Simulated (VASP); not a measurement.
Calculation: r2SCAN meta-GGA, VASP's PBE PAW potentials (set 64) (plane waves; VASP 6.6.1).

Gaps are without spin-orbit coupling.

**Question.** Order these relaxed crystals by band gap, smallest first: BN, F-43m (216); B6As, R-3m (166); AlN, F-43m (216); InSe, P6_3/mmc (194).

**Answer.** InSe, P6_3/mmc (194) (0.94 eV), B6As, R-3m (166) (2.88 eV), AlN, F-43m (216) (3.93 eV), BN, F-43m (216) (4.98 eV)
